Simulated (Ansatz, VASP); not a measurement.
# GaSb in two plane-wave programs, part 2 of 2

Wanted: the spread between two codes on one cell, functional and k mesh. The cell is taken from a series of runs on this material, whose earlier steps may have relaxed, scaled, displaced or heated it; both programs get it as it stands.

VASP 6.6.1 and Ansatz 0.2.0.

So far: The starting structure; Ansatz: zone-centre phonons, LDA.

### Step 3. VASP: zone-centre phonons, LDA

Level of this step: LDA; plane waves and PAW (Ga_d, Sb) (VASP).

The same cell, functional (in two slightly different forms), mesh and smearing now go to VASP, with its own data sets.

Lines of VASP's logs that name or quote its potential files are left out, and so is its time.

INCAR

```
SYSTEM = GaSb
PREC = Accurate
ENCUT = 500
EDIFF = 1E-08
NELM = 120
ISMEAR = 1
SIGMA = 0.2
LREAL = .FALSE.
ALGO = Normal
GGA = PW92
NBANDS = 15
LORBIT = 11
LWAVE = .FALSE.
LCHARG = .FALSE.
ISIF = 2
IBRION = 8
LASPH = .TRUE.
GGA_COMPAT = .FALSE.
KPAR = 2
```

POSCAR

```
GaSb
1.0
    0.0155811776      3.0390286201      3.0110835526
    3.0390286201      0.0155811776      3.0110835526
    3.0546097977      3.0546097977      0.0000000000
Ga Sb
1 1
Direct
    0.9992284048      0.9992284048      0.0007715952
    0.7507715952      0.7507715952      0.7492284048
```

KPOINTS

```
Automatic mesh
0
Gamma
12 12 12
0 0 0
```

PAW data sets: Ga_d and Sb (LDA family, release 64).

Started as:

```sh
$ mpirun -np 2 vasp_std
```

Numbers of over 12 decimals in the logs are rounded to 6 here.

The log of the run:

```text
[banner, memory and clock lines left out]
running    2 mpi-ranks, on    1 nodes
 distrk:  each k-point on    1 cores,    2 groups
 distr:  one band on    1 cores,    1 groups

 POSCAR found type information on POSCAR GaSb
 POSCAR found :  2 types and       2 ions
|                                                                             |
|               ----> ADVICE to this user running VASP <----                  |
|                                                                             |
|     You enforced a specific xc type in the INCAR file but a different       |
|     [... a line on the potential file left out ...]
|     I HOPE YOU KNOW WHAT YOU ARE DOING!                                     |
|                                                                             |

 LDA part: xc-table for (Slater(with rela. corr.)+PW92), standard interpolation
 POSCAR, INCAR and KPOINTS ok, starting setup
 FFT: planning ... GRIDC
 FFT: planning ... GRID_SOFT
 FFT: planning ... GRID
 WAVECAR not read
 entering main loop
       N       E                     dE             d eps       ncg     rms          rms(c)
DAV:   1     0.807498086150E+02    0.80750E+02   -0.85475E+03  8551   0.145E+03
DAV:   2    -0.244637002414E+01   -0.83196E+02   -0.80285E+02  9842   0.302E+02
DAV:   3    -0.867737304663E+01   -0.62310E+01   -0.62139E+01  9947   0.681E+01
DAV:   4    -0.878999483902E+01   -0.11262E+00   -0.11260E+00 10509   0.103E+01
DAV:   5    -0.879266118285E+01   -0.26663E-02   -0.26663E-02 10857   0.139E+00    0.339E+00
DAV:   6    -0.870195909387E+01    0.90702E-01   -0.75377E-02 12461   0.444E+00    0.197E+00
DAV:   7    -0.866529096833E+01    0.36668E-01   -0.53055E-02  9660   0.184E+00    0.293E-01
DAV:   8    -0.866504242623E+01    0.24854E-03   -0.47973E-03 10622   0.852E-01    0.100E-01
DAV:   9    -0.866511934314E+01   -0.76917E-04   -0.34880E-04 10018   0.165E-01    0.392E-02
DAV:  10    -0.866511211706E+01    0.72261E-05   -0.17668E-05 10959   0.359E-02    0.136E-02
DAV:  11    -0.866511435599E+01   -0.22389E-05   -0.43921E-06  9823   0.195E-02    0.523E-03
DAV:  12    -0.866511432528E+01    0.30708E-07   -0.22388E-07 10542   0.350E-03    0.119E-03
DAV:  13    -0.866511433409E+01   -0.88048E-08   -0.21703E-08 10346   0.140E-03
   1 F= -.86651143E+01 E0= -.86652555E+01  d E =0.423476E-03
 Linear response reoptimize wavefunctions to high precision
DAV:   1    -0.866511433416E+01   -0.71850E-10   -0.79535E-10  8617   0.352E-04
 Linear response DOF=           4
 Linear response progress:
  Degree of freedom:   1/  4
       N       E                     dE             d eps       ncg     rms          rms(c)
RMM:   1    -0.168251014533E+00   -0.16825E+00    0.96554E-02 32402   0.852E+00
RMM:   2    -0.166724775458E+00    0.15262E-02   -0.27039E-02 49017   0.137E+00    0.404E-02
RMM:   3    -0.166904901372E+00   -0.18013E-03   -0.35067E-03 50601   0.444E-01    0.266E-02
RMM:   4    -0.166885226445E+00    0.19675E-04   -0.19169E-03 55812   0.214E-01    0.144E-02
RMM:   5    -0.166878414556E+00    0.68119E-05   -0.70512E-05 54008   0.539E-02    0.460E-03
RMM:   6    -0.166881070642E+00   -0.26561E-05   -0.14654E-05 54572   0.223E-02    0.555E-04
RMM:   7    -0.166873033660E+00    0.80370E-05   -0.44145E-06 52996   0.989E-03    0.673E-04
RMM:   8    -0.166876258694E+00   -0.32250E-05   -0.31722E-07 53764   0.448E-03    0.163E-04
RMM:   9    -0.166877456605E+00   -0.11979E-05   -0.35121E-07 53666   0.211E-03    0.808E-05
RMM:  10    -0.166878075192E+00   -0.61859E-06    0.54021E-08 55041   0.104E-03    0.199E-05
RMM:  11    -0.166878047736E+00    0.27456E-07   -0.56406E-08 53614   0.515E-04    0.153E-05
RMM:  12    -0.166878149655E+00   -0.10192E-06   -0.12663E-08 54442   0.273E-04    0.733E-06
RMM:  13    -0.166878218771E+00   -0.69116E-07    0.15769E-08 53906   0.151E-04    0.164E-06
RMM:  14    -0.166878223713E+00   -0.49418E-08    0.13910E-08 54863   0.911E-05    0.228E-06
 first order change of Fermi-energy   0.91280E-03
 force on displaced ion       1 direction 1 :  -8.184   0.069  -0.000
 Linear response progress:
  Degree of freedom:   2/  4
       N       E                     dE             d eps       ncg     rms          rms(c)
RMM:   1    -0.168168191457E+00   -0.16817E+00    0.10015E-01 10431   0.853E+00
RMM:   2    -0.166678944946E+00    0.14892E-02   -0.26700E-02 15641   0.135E+00    0.405E-02
RMM:   3    -0.166847263419E+00   -0.16832E-03   -0.37414E-03 16146   0.451E-01    0.262E-02
RMM:   4    -0.166813043259E+00    0.34220E-04   -0.19749E-03 17681   0.222E-01    0.146E-02
RMM:   5    -0.166825718726E+00   -0.12675E-04   -0.77342E-05 17233   0.547E-02    0.478E-03
RMM:   6    -0.166827942794E+00   -0.22241E-05   -0.15385E-05 17234   0.224E-02    0.880E-04
RMM:   7    -0.166816901393E+00    0.11041E-04   -0.39027E-06 16924   0.102E-02    0.707E-04
RMM:   8    -0.166819185536E+00   -0.22841E-05    0.28649E-06 17148   0.459E-03    0.220E-04
RMM:   9    -0.166821004084E+00   -0.18185E-05   -0.26835E-07 17049   0.218E-03    0.861E-05
RMM:  10    -0.166821511826E+00   -0.50774E-06   -0.15552E-07 17399   0.108E-03    0.438E-05
RMM:  11    -0.166821646951E+00   -0.13512E-06   -0.10194E-07 17500   0.535E-04    0.163E-05
RMM:  12    -0.166821754036E+00   -0.10708E-06   -0.11128E-07 17210   0.282E-04    0.100E-05
RMM:  13    -0.166821844671E+00   -0.90635E-07   -0.10028E-07 17482   0.158E-04    0.124E-06
RMM:  14    -0.166821806366E+00    0.38305E-07   -0.82582E-08 16843   0.939E-05    0.472E-06
RMM:  15    -0.166821828323E+00   -0.21958E-07   -0.44901E-08 17301   0.627E-05    0.145E-06
RMM:  16    -0.166821833134E+00   -0.48112E-08   -0.27399E-08 17957   0.470E-05    0.100E-06
 first order change of Fermi-energy  -0.90094E+00
 force on displaced ion       1 direction 3 :   0.000   0.000  -8.207
 Linear response progress:
  Degree of freedom:   3/  4
       N       E                     dE             d eps       ncg     rms          rms(c)
RMM:   1    -0.294858913930E-01   -0.29486E-01    0.66052E-04 52344   0.141E+00
RMM:   2    -0.265804382552E-01    0.29055E-02   -0.37514E-03 47851   0.399E-01    0.683E-02
RMM:   3    -0.265147346706E-01    0.65704E-04   -0.22618E-04 52916   0.107E-01    0.363E-02
RMM:   4    -0.265369073406E-01   -0.22173E-04   -0.44074E-05 53101   0.455E-02    0.461E-03
RMM:   5    -0.265425554139E-01   -0.56481E-05   -0.64542E-06 55097   0.158E-02    0.294E-03
RMM:   6    -0.265347221412E-01    0.78333E-05   -0.78905E-07 52979   0.503E-03    0.625E-04
RMM:   7    -0.265340923977E-01    0.62974E-06   -0.43889E-08 54666   0.153E-03    0.293E-04
RMM:   8    -0.265337755527E-01    0.31685E-06   -0.99873E-10 52342   0.555E-04    0.812E-05
RMM:   9    -0.265337592713E-01    0.16281E-07    0.75980E-09 54947   0.206E-04    0.299E-05
RMM:  10    -0.265337607722E-01   -0.15009E-08   -0.61566E-09 52044   0.846E-05    0.660E-06
 first order change of Fermi-energy   0.99757E-03
 force on displaced ion       2 direction 1 :  -8.223   0.069  -0.000
 Linear response progress:
  Degree of freedom:   4/  4
       N       E                     dE             d eps       ncg     rms          rms(c)
RMM:   1    -0.293530724261E-01   -0.29353E-01    0.11389E-03 16613   0.141E+00
RMM:   2    -0.265692084449E-01    0.27839E-02   -0.37554E-03 15395   0.395E-01    0.676E-02
RMM:   3    -0.264956247341E-01    0.73584E-04   -0.22929E-04 16915   0.107E-01    0.361E-02
RMM:   4    -0.265131194924E-01   -0.17495E-04   -0.46361E-05 17000   0.452E-02    0.462E-03
RMM:   5    -0.265183835607E-01   -0.52641E-05   -0.65723E-06 17737   0.158E-02    0.295E-03
RMM:   6    -0.265113722743E-01    0.70113E-05   -0.68182E-07 17031   0.490E-03    0.790E-04
RMM:   7    -0.265102991570E-01    0.10731E-05   -0.39263E-08 17433   0.149E-03    0.307E-04
RMM:   8    -0.265098508137E-01    0.44834E-06   -0.15030E-08 16878   0.546E-04    0.915E-05
RMM:   9    -0.265098120188E-01    0.38795E-07    0.15464E-10 17290   0.201E-04    0.289E-05
RMM:  10    -0.265098221114E-01   -0.10093E-07    0.40064E-10 16665   0.812E-05    0.802E-06
RMM:  11    -0.265098158984E-01    0.62131E-08    0.58706E-10 17467   0.337E-05    0.370E-06
 first order change of Fermi-energy   0.90274E+00
 force on displaced ion       2 direction 3 :   0.000   0.000  -8.240
 Linear response finished
```

From OUTCAR (step 3):

```text
ion  position               nearest neighbor table
   1  0.999  0.999  0.001-   2 2.62   2 2.62   2 2.63   2 2.63
   2  0.751  0.751  0.749-   1 2.62   1 2.62   1 2.63   1 2.63

  LATTYP: Found a body centered orthorhombic cell.
 ALAT       =     4.2758003783
 B/A-ratio  =     1.0103068950
 C/A-ratio  =     1.4084303691

 Subroutine GETGRP returns: Found  4 space group operations
 (whereof  4 operations were pure point group operations)

The static configuration has the point symmetry C_2v.

 Found    280 irreducible k-points:

   k-points           NKPTS =    280   k-points in BZ     NKDIM =    280   number of bands    NBANDS=     15

   dimension x,y,z NGX =    32 NGY =   32 NGZ =   32
   dimension x,y,z NGXF=    64 NGYF=   64 NGZF=   64

   ENCUT  =  500.0 eV  36.75 Ry    6.06 a.u.   7.80  7.80  7.88*2*pi/ulx,y,z

   NELECT =      18.0000    total number of electrons

 k-points in reciprocal lattice and weights: Automatic mesh
   0.00000000  0.00000000  0.00000000       0.001
   0.08333333 -0.00000000  0.00000000       0.002
   0.16666667  0.00000000  0.00000000       0.002
   0.25000000  0.00000000  0.00000000       0.002
   0.33333333  0.00000000  0.00000000       0.002
   0.41666667  0.00000000  0.00000000       0.002
   0.50000000  0.00000000  0.00000000       0.001
   0.08333333  0.08333333  0.00000000       0.001
   0.16666667  0.08333333  0.00000000       0.002
[...]
0.25000000  0.25000000  0.50000000       0.001
  -0.25000000  0.25000000  0.50000000       0.001

 average (electrostatic) potential at core
       1 -66.6369       2 -88.3992

  Total       -0.0872672     -0.0872672      0.0573093     -0.1474568      0.0000000      0.0000000
  in kB       -2.5139157     -2.5139157      1.6509140     -4.2478034      0.0000000      0.0000000
  external PRESSURE =      -1.1256391 kB  Pullay stress =       0.0000000 kB

  energy-cutoff  :      500.00
  volume of cell :       55.62
      direct lattice vectors                 reciprocal lattice vectors
     0.015581178  3.039028620  3.011083553    -0.165374133  0.165374133  0.166053180
     3.039028620  0.015581178  3.011083553     0.165374133 -0.165374133  0.166053180
     3.054609798  3.054609798  0.000000000     0.163687028  0.163687028 -0.166053180

 POSITION                                       TOTAL-FORCE (eV/Angst)
 -----------------------------------------------------------------------------------
      3.05461      3.05461      6.01752         0.000000      0.000000     -0.000363
      4.58191      4.58191      4.52127        -0.000000     -0.000000      0.000363
 -----------------------------------------------------------------------------------
    total drift:                               -0.000000     -0.000000     -0.000380

 Eigenvectors and eigenvalues of the dynamical matrix
 ----------------------------------------------------

   1 f  =    6.750967 THz    42.417578 2PiTHz  225.188028 cm-1    27.919745 meV
             X         Y         Z           dx          dy          dz
      3.054610  3.054610  6.017520     0.563357   -0.563357    0.000000
      4.581915  4.581915  4.521272    -0.427352    0.427352    0.000000

   2 f  =    6.731091 THz    42.292693 2PiTHz  224.525033 cm-1    27.837544 meV
             X         Y         Z           dx          dy          dz
      3.054610  3.054610  6.017520     0.000000    0.000000    0.796821
      4.581915  4.581915  4.521272     0.000000    0.000000   -0.604216

   3 f  =    6.694187 THz    42.060819 2PiTHz  223.294050 cm-1    27.684921 meV
             X         Y         Z           dx          dy          dz
      3.054610  3.054610  6.017520    -0.563351   -0.563351    0.000000
      4.581915  4.581915  4.521272     0.427359    0.427359    0.000000

   4 f/i=    0.006551 THz     0.041160 2PiTHz    0.218511 cm-1     0.027092 meV
             X         Y         Z           dx          dy          dz
      3.054610  3.054610  6.017520     0.000000    0.000000   -0.604216
      4.581915  4.581915  4.521272     0.000000    0.000000   -0.796821

   5 f/i=    0.007845 THz     0.049290 2PiTHz    0.261671 cm-1     0.032443 meV
             X         Y         Z           dx          dy          dz
      3.054610  3.054610  6.017520     0.427352   -0.427352    0.000000
      4.581915  4.581915  4.521272     0.563357   -0.563357    0.000000

   6 f/i=    0.007872 THz     0.049464 2PiTHz    0.262597 cm-1     0.032558 meV
             X         Y         Z           dx          dy          dz
      3.054610  3.054610  6.017520     0.427359    0.427359    0.000000
      4.581915  4.581915  4.521272     0.563351    0.563351    0.000000

 ELASTIC MODULI CONTR FROM IONIC RELAXATION (kBar)
 Direction    XX          YY          ZZ          XY          YZ          ZX
 --------------------------------------------------------------------------------
 XX          -0.0900     -0.0900     -0.1048      3.9938      0.0000      0.0000
 YY          -0.0900     -0.0900     -0.1048      3.9938      0.0000      0.0000
 ZZ          -0.1048     -0.1048     -0.1221      4.6521      0.0000     -0.0000
 XY           3.9938      3.9938      4.6521   -177.3151     -0.0000     -0.0000
 YZ           0.0000      0.0000      0.0000     -0.0000   -183.2584      9.3973
 ZX           0.0000      0.0000     -0.0000     -0.0000      9.3973   -168.0942
 --------------------------------------------------------------------------------
```

The gap is read on the k-mesh alone, so it is an upper bound where the band edges lie off the mesh. Energies printed during the response cycles are not total energies of the cell. The gap is under twice the smearing width, so the edge states are partly filled and the run can't tell a small gap from a semimetal. Methfessel-Paxton smearing is not meant for a cell with a gap.

### Step 4. Differences

Known differences besides the potentials themselves: the data sets hold 28 valence electrons in Ansatz (on its PAW soft_1 files) and 18 in VASP; the cutoff is 420 eV in Ansatz and 500 eV in VASP; VASP's log shows a relativistic correction to its local exchange, Ansatz's none. Total energies have different zeros and are not compared.

The two programs side by side:

```tsv
quantity	Ansatz	VASP	difference
optical mode 1 (cm⁻¹)	221.6	223.3	-0.78 %
optical mode 2 (cm⁻¹)	222.9	224.5	-0.74 %
optical mode 3 (cm⁻¹)	223.1	225.2	-0.93 %
```

Modes are paired by rising frequency, not by their patterns, so a pair may set unlike modes beside each other; they are those without the splitting of longitudinal modes.

### Step 5. Results

| Quantity | Value |
| --- | --- |
| r.m.s. difference of the optical zone-centre modes, each program's sorted by frequency (zone-centre phonons, LDA) | 1.8 cm⁻¹ |
| difference in optical mode 3 (zone-centre phonons, LDA) | -0.9 % |

The r.m.s. difference of the optical zone-centre modes, each program's sorted by frequency is 1.8 cm⁻¹ (zone-centre phonons, LDA). The data sets hold unlike numbers of valence electrons (28 in Ansatz and 18 in VASP), so part of the differences comes from the potentials. Among the rows given in per cent, the largest difference of the zone-centre phonons, LDA pair is in optical mode 3, -0.9 %. Such differences can come from data sets, numerical settings and the points named under the comparisons, not from the functional's error against experiment.

[Lines on the potential files, build, host, timing and source positions are cut from VASP's logs without a mark.]

[Logs are printed without paths, hosts, clocks, repeated set-up lines and the standing remarks that a program may print on its own settings, such as how far it seeks lower states.]

[Hosts, paths, dates, database ids (printed as entryN), source tags and the programs' standing remarks are cut or masked in the printed files.]
